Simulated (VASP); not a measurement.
Here is the system:

```xyz
1
Lattice="-1.4803 1.4803 1.4803 1.4803 -1.4803 1.4803 1.4803 1.4803 -1.4803" Properties=species:S:1:pos:R:3 pbc="T T T"
V      0.0000     0.0000     0.0000
```

The numbers are results of vdW-DF-cx, VASP's PBE PAW potentials (set 64) (plane waves; VASP 6.6.1), not measurements. Run with 520 eV cut-off, 16×16×16 Γ-centred mesh, first-order Methfessel-Paxton smearing of 0.10 eV, potentials V_sv.

Problem. What does the run give for the energy per atom (σ→0), band gap (on the k-mesh) with the smallest direct gap where there is one?

Solution. 
band gap (on the k-mesh): none (metal, semimetal or under 0.01 eV)
energy per atom (σ→0): -6.217 eV/atom

The compound is V in the bcc structure. It was relaxed first, which changed the volume by -7 %. The start is the result of an earlier pass. The run is not spin-polarised, so no magnetic state was tried.
